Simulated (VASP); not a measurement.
# TiBrF3 (R3m) in VASP: a series of runs

One crystal, TiBrF3, is run at these levels: PBE; tasks: relaxation of cell and atoms.

Program: VASP 6.6.1. These are calculated values, not measurements. Logs are shortened: lines on timing, memory, paths and dates and some standing lists are left out, and cuts for length are marked.

### 1 The crystal as given

The structure is trigonal, space group R3m (No. 160). The conventional cell has a = 5.800 Å, b = 5.800 Å, c = 8.200 Å, α = 90.00°, β = 90.00°, γ = 120.00°. Ti (site symmetry 3m) has 3 F at 1.76 Å as nearest neighbours. Br (site symmetry 3m) is surrounded by 1 Ti at 2.27 Å. F (site symmetry m) has 1 Ti at 1.76 Å as nearest neighbours.

The cell was built by a generator and needn't be a form met in nature.

### 2 Relaxation of cell and atoms, PBE

File INCAR:

```
PREC = Normal ; ENCUT = 520
EDIFF = 1E-4 ; ISMEAR = 0
SIGMA = 0.15 ; LREAL = False
LASPH = True ; NELM = 60
ALGO = Fast ; ISIF = 3
LWAVE = False ; LCHARG = False
GGA = PE ; IBRION = 2
NSW = 24 ; EDIFFG = -0.08
```

File KPOINTS:

```
regular mesh
0
Gamma
  3 3 3
```

File POSCAR:

```
TiBrF3
1.0
    2.9000000000      1.6743157800      2.7333333300
   -2.9000000000      1.6743157800      2.7333333300
    0.0000000000     -3.3486315600      2.7333333300
Ti Br F
1 1 3
Direct
    0.0000000000      0.0000000000      0.0000000000
    0.7230000000      0.7230000000      0.7230000000
    0.7420000000      0.2370000000      0.2370000000
    0.2370000000      0.2370000000      0.7420000000
    0.2370000000      0.7420000000      0.2370000000
```

Potentials or basis: VASP PAW PBE potentials, release 64 (Ti_sv, Br, F).

Command:

```
$ cat potpaw_PBE.64/Ti_sv/POTCAR potpaw_PBE.64/Br/POTCAR potpaw_PBE.64/F/POTCAR > POTCAR
$ mpirun -np 1 vasp_std > vasp.out
```

OUTCAR:

```text
PREC = Normal
   ENCUT = 520
   EDIFF = 1E-4
   ISMEAR = 0
   LREAL = False
   LASPH = True
   NELM = 60
   ISIF = 3
   GGA = PE
   IBRION = 2
   NSW = 24
   EDIFFG = -0.08

 ion  position               nearest neighbor table
   1  0.000  0.000  0.000-   4 1.76   3 1.76   5 1.76   2 2.27
   2  0.723  0.723  0.723-   1 2.27
   3  0.742  0.237  0.237-   1 1.76
   4  0.237  0.237  0.742-   1 1.76
   5  0.237  0.742  0.237-   1 1.76

  LATTYP: Found a trigonal (rhomboedric) cell.
 ALAT       =     4.3225506850
 COS(alpha) =     0.0997859172

  Lattice vectors:

 A1 = (   2.9000000000,   1.6743157800,   2.7333333300)
 A2 = (  -2.9000000000,   1.6743157800,   2.7333333300)
 A3 = (   0.0000000000,  -3.3486315600,   2.7333333300)

Analysis of symmetry for initial positions (statically):
=====================================================================
 Subroutine PRICEL returns:
 Original cell was already a primitive cell.

 Routine SETGRP: Setting up the symmetry group for a
 trigonal (rhombohedral) supercell.

 Subroutine GETGRP returns: Found  6 space group operations
 (whereof  6 operations were pure point group operations)
 out of a pool of 12 trial point group operations.

The static configuration has the point symmetry C_3v.

Analysis of symmetry for dynamics (positions and initial velocities):
=====================================================================
 Subroutine PRICEL returns:
 Original cell was already a primitive cell.

 Routine SETGRP: Setting up the symmetry group for a
 trigonal (rhombohedral) supercell.

 Subroutine GETGRP returns: Found  6 space group operations
 (whereof  6 operations were pure point group operations)
 out of a pool of 12 trial point group operations.

The dynamic configuration has the point symmetry C_3v.

 Subroutine INISYM returns: Found  6 space group operations
 (whereof  6 operations are pure point group operations),
 and found     1 'primitive' translations

----------------------------------------------------------------------------------------

                                     Primitive cell

  volume of cell :      79.6305

  direct lattice vectors                    reciprocal lattice vectors
     2.900000000  1.674315780  2.733333330     0.172413793  0.099543150  0.121951220
    -2.900000000  1.674315780  2.733333330    -0.172413793  0.099543150  0.121951220
     0.000000000 -3.348631560  2.733333330     0.000000000 -0.199086300  0.121951220

  length of vectors
     4.322550685  4.322550685  4.322550684     0.233468316  0.233468316  0.233468316

  position of ions in fractional coordinates (direct lattice)
     0.000000000  0.000000000  0.000000000
     0.723000000  0.723000000  0.723000000
     0.742000000  0.237000000  0.237000000
     0.237000000  0.237000000  0.742000000
     0.237000000  0.742000000  0.237000000

  ion indices of the primitive-cell ions
   primitive index   ion index
                 1           1
                 2           2
                 3           3
                 4           4
                 5           5

----------------------------------------------------------------------------------------

 KPOINTS: regular mesh

Automatic generation of k-mesh.
 Grid dimensions read from file:
 generate k-points for:    3    3    3

 Generating k-lattice:

  Cartesian coordinates                     Fractional coordinates (reciprocal lattice)
     0.057471264  0.033181050  0.040650407     0.333333333 -0.000000000 -0.000000000
    -0.057471264  0.033181050  0.040650407    -0.000000000  0.333333333 -0.000000000
     0.000000000 -0.066362100  0.040650407    -0.000000000 -0.000000000  0.333333333

  Length of vectors
     0.077822772  0.077822772  0.077822772

  Shift w.r.t. Gamma in fractional coordinates (k-lattice)
     0.000000000  0.000000000  0.000000000

 Subroutine IBZKPT returns following result:
 ===========================================

 Found      6 irreducible k-points:

 Following reciprocal coordinates:
            Coordinates               Weight
  0.000000  0.000000  0.000000      1.000000
  0.333333  0.000000 -0.000000      6.000000
  0.333333  0.333333 -0.000000      6.000000
 -0.333333  0.333333  0.000000      6.000000
  0.333333  0.333333  0.333333      2.000000
 -0.333333  0.333333  0.333333      6.000000
   k-points           NKPTS =      6   k-points in BZ     NKDIM =      6   number of bands    NBANDS=     24
   number of dos      NEDOS =    301   number of ions     NIONS =      5
   total plane-waves  NPLWV =  13824
   dimension x,y,z NGX =    24 NGY =   24 NGZ =   24
   dimension x,y,z NGXF=    48 NGYF=   48 NGZF=   48
   ions per type =               1   1   3
   NGX,Y,Z   is equivalent  to a cutoff of   9.23,  9.23,  9.23 a.u.
   NGXF,Y,Z  is equivalent  to a cutoff of  18.46, 18.46, 18.46 a.u.
 SYSTEM =  unknown system
   PREC   = normal    normal or accurate (medium, high low for compatibility)
   ISTART =      0    job   : 0-new  1-cont  2-samecut
   ICHARG =      2    charge: 1-file 2-atom 10-const
   ISPIN  =      1    spin polarized calculation?
   LNONCOLLINEAR =      F non collinear calculations
   LSORBIT =      F    spin-orbit coupling
   LASPH  =      T    aspherical Exc in radial PAW
   ENCUT  =  520.0 eV  38.22 Ry    6.18 a.u.   8.04  8.04  8.04*2*pi/ulx,y,z
   NELM   =     60;   NELMIN=  2; NELMDL= -5     # of ELM steps
   EDIFF  = 0.1E-03   stopping-criterion for ELM
   LREAL  =      F    real-space projection
   EDIFFG = -.8E-01   stopping-criterion for IOM
   NSW    =     24    number of steps for IOM
   IBRION =      2    ionic relax: 0-MD 1-quasi-New 2-CG
   NFREE  =      1    steps in history (QN), initial steepest desc. (CG)
   ISIF   =      3    stress and relaxation
   ISYM   =      2    0-nonsym 1-usesym 2-fastsym
   POTIM  = 0.5000    time-step for ionic-motion
   TEBEG  =    0.0;   TEEND  =   0.0 temperature during run
   PSTRESS=    0.0 pullay stress
   NELECT =      40.0000    total number of electrons
   NUPDOWN=      -1.0000    fix difference up-down
   EMIN   =  10.00;   EMAX   =-10.00  energy-range for DOS
   EFERMI =   0.00;   METHOD = LEGACY
   ISMEAR =     0;   SIGMA  =   0.15  broadening in eV -4-tet -1-fermi 0-gaus
   EFERMI_NEDOS =   21; number of points for ismear=-14 and -15
   IALGO  =     68    algorithm
   IMIX   =      4    mixing-type and parameters
     AMIX     =   0.40;   BMIX     =  1.00
     AMIX_MAG =   1.60;   BMIX_MAG =  1.00
  volume/ion in A,a.u.               =      15.93       107.47
  Fermi-wavevector in a.u.,A,eV,Ry     =   1.301373  2.459238 23.042438  1.693571
  Thomas-Fermi vector in A             =   2.432511
   LORBIT       =      0    0 simple, 1 ext, 2 COOP (PROOUT), +10 PAW based schemes
   GGA     = PE    functional components
   LHFCALC =     F    Hartree Fock is set to
   AEXX    =    0.0000 exact exchange contribution
   IVDW    =     0    specifies the selected vdW correction
   LEPSILON=     F    determine dielectric tensor
   LRPA    =     F    only Hartree local field effects (RPA)
 conjugate gradient relaxation of ions
 non-spin polarized calculation
 RMM-DIIS sequential band-by-band and
 Gauss-broadening in eV      SIGMA  =   0.15
  energy-cutoff  :      520.00
  volume of cell :       79.63
 maximum number of plane-waves:      2173
   NGX = 17   NGY = 17   NGZ = 17

--------------------------------------- Ionic step        1  -------------------------------------------

 number of electron      39.9999890 magnetization

 Free energy of the ion-electron system (eV)
  ---------------------------------------------------
  ext. energy  EPLUGINS =         0.00000000
  ---------------------------------------------------
  free energy    TOTEN  =       -27.78047533 eV

  energy without entropy =      -27.78047533  energy(sigma->0) =      -27.78047533

------------------------ aborting loop because EDIFF is reached ----------------------------------------

  FORCE on cell =-STRESS in cart. coord.  units (eV):
  Direction    XX          YY          ZZ          XY          YZ          ZX
  --------------------------------------------------------------------------------------
  -------------------------------------------------------------------------------------
  Total        3.9068957      3.9068957      1.0602928      0.0000000     -0.0000000     -0.0000000
  in kB       78.6073559     78.6073558     21.3332570      0.0000000     -0.0000000     -0.0000000
  external PRESSURE =      59.5159896 kB  Pullay stress =       0.0000000 kB
[... 98 lines left out ...]
  FREE ENERGIE OF THE ION-ELECTRON SYSTEM (eV)
  ---------------------------------------------------
  free  energy   TOTEN  =       -28.0084551088 eV

  energy  without entropy=      -28.0084551088  energy(sigma->0) =      -28.00845511

 E-fermi :   0.5426     XC(G=0):  -8.7035

 val. band max:       -0.2287691932   @ k =   0.0000   0.0000   0.0000
 cond. band min:       2.3131659625   @ k =   0.3333   0.0000  -0.0000
 fundamental gap:      2.5419351557
 Fermi energy:         0.5425913164

 k-point     1 :       0.0000    0.0000    0.0000
  band No.  band energies     occupation
      1     -57.5161      2.00000
      2     -33.8963      2.00000
      3     -33.8963      2.00000
      4     -33.6982      2.00000
      5     -22.2819      2.00000
      6     -21.9152      2.00000
[... 151 lines left out ...]
     23       3.2634      0.00000
     24       3.6941      0.00000

[... ionic steps 4 to 14 ...]

--------------------------------------- Ionic step       15  -------------------------------------------

 number of electron      39.9999896 magnetization

------------------------ aborting loop because EDIFF is reached ----------------------------------------

  FORCE on cell =-STRESS in cart. coord.  units (eV):
  Direction    XX          YY          ZZ          XY          YZ          ZX
  --------------------------------------------------------------------------------------
  -------------------------------------------------------------------------------------
  Total        0.3047856      0.3047855      0.3314858      0.0000000     -0.0000000      0.0000000
  in kB        4.8923451      4.8923451      5.3209309      0.0000000     -0.0000000      0.0000000
  external PRESSURE =       5.0352070 kB  Pullay stress =       0.0000000 kB
[... 63 lines left out ...]
  energy  without entropy=      -28.4229777421  energy(sigma->0) =      -28.42297774

--------------------------------------- Ionic step       17  -------------------------------------------

 number of electron      39.9999900 magnetization

 Free energy of the ion-electron system (eV)
  ---------------------------------------------------
  ext. energy  EPLUGINS =         0.00000000
  ---------------------------------------------------
  free energy    TOTEN  =       -28.42304144 eV

  energy without entropy =      -28.42304144  energy(sigma->0) =      -28.42304144

 E-fermi :  -0.4246     XC(G=0):  -8.1431

 val. band max:       -1.2217437029   @ k =   0.0000   0.0000   0.0000
 cond. band min:       1.9773472457   @ k =   0.3333   0.0000  -0.0000
 fundamental gap:      3.1990909486
 Fermi energy:        -0.4246070234

 k-point     1 :       0.0000    0.0000    0.0000
  band No.  band energies     occupation
      1     -57.9641      2.00000
      2     -34.4528      2.00000
      3     -34.4528      2.00000
      4     -34.1911      2.00000
      5     -23.1067      2.00000
      6     -22.7491      2.00000
[... 183 lines left out ...]
  FREE ENERGIE OF THE ION-ELECTRON SYSTEM (eV)
  ---------------------------------------------------
  free  energy   TOTEN  =       -28.4230414426 eV

  energy  without entropy=      -28.4230414426  energy(sigma->0) =      -28.42304144

 reached required accuracy - stopping structural energy minimisation
```

Wall time 43 s (1 thread of Intel Xeon 6975P-C (Granite Rapids), shared host); peak memory 0.14 GiB.

What came out:

| Property | Result |
| --- | --- |
| Free energy | -28.4230 eV |
| Relaxed volume | 20.03 Å³/atom |
| Relaxed cell | a = 4.647 Å, b = 4.647 Å, c = 4.647 Å, α = 87.86°, β = 87.86°, γ = 87.86° |
| Space group after relaxing (to 0.05 Å) | R3m (No. 160) |
| Energy gained by relaxing | 128.5 meV/atom |
| Ionic steps | 17 |
| Pressure after relaxing | 0.2 GPa |
| Largest force after relaxing | 0.070 eV/Å |
| Band gap on the k mesh | 3.20 eV, indirect (least direct gap 3.21 eV) |

Forces on the atoms (eV/Å):
```
Ti   0.000  0.000  0.070
Br   0.000  0.000 -0.032
F    0.060  0.035 -0.013
F    0.000 -0.069 -0.013
F   -0.060  0.035 -0.013
```

The path:
| step | energy change (eV) | largest force (eV/Å) | pressure (GPa) | volume (Å³) |
| --- | --- | --- | --- | --- |
| 1 | 0.0000 | 0.6878 | 5.95 | 79.63 |
| 2 | -0.2245 | 1.4513 | -0.46 | 86.62 |
| 3 | -0.2280 | 1.3472 | 0.54 | 86.09 |
| 4 | -0.3553 | 1.3271 | -1.95 | 90.53 |
| 5 | -0.3959 | 1.4548 | -4.76 | 97.98 |
| 6 | -0.5280 | 1.1782 | -2.34 | 98.81 |
| 7 | -0.5580 | 1.4420 | -0.64 | 99.32 |
| 8 | -0.6035 | 0.7674 | -0.42 | 98.92 |
| 9 | -0.6114 | 0.2549 | -0.11 | 98.58 |
| 10 | -0.6126 | 0.2330 | -0.19 | 98.66 |
| 11 | -0.6178 | 0.1700 | 0.35 | 98.47 |
| 12 | -0.6210 | 0.2551 | 1.29 | 98.15 |
| 13 | -0.6243 | 0.2495 | 1.10 | 98.32 |
| 14 | -0.6326 | 0.1796 | 0.84 | 98.82 |
| 15 | -0.6419 | 0.0811 | 0.50 | 99.81 |
| 16 | -0.6425 | 0.1074 | -0.02 | 100.22 |
| 17 | -0.6426 | 0.0704 | 0.15 | 100.13 |

Final structure:
```
Ti Br F
1.0
     3.22383    1.86128    2.78123
    -3.22383    1.86128    2.78123
     0.00000   -3.72255    2.78123
Ti Br F
1 1 3
Cartesian
  0.0000 0.0000 0.0203
  0.0000 0.0000 6.0343
  1.7728 1.0235 3.3746
  0.0000 -2.0471 3.3746
  -1.7728 1.0235 3.3746
```

Levels at points of the mesh, in eV from the valence-band top:
| k point | band 18 | band 19 | band 20 | band 21 | band 22 | band 23 |
| --- | --- | --- | --- | --- | --- | --- |
| (0.00, 0.00, 0.00) | -1.49 | 0.00 | 0.00 | 3.21 | 3.21 | 4.19 |

Caveat: the k mesh is coarse (spacing up to 0.49 Å⁻¹), so the values aren't converged; the volume moved by over 15 % at a fixed basis, so the end points are rough; an odd mesh through Γ misses points on the zone boundary, where band edges often lie; the relaxation stopped at a loose force limit of 0.08 eV/Å, so its end isn't a converged minimum.

(Continued in part 2 of 3.)
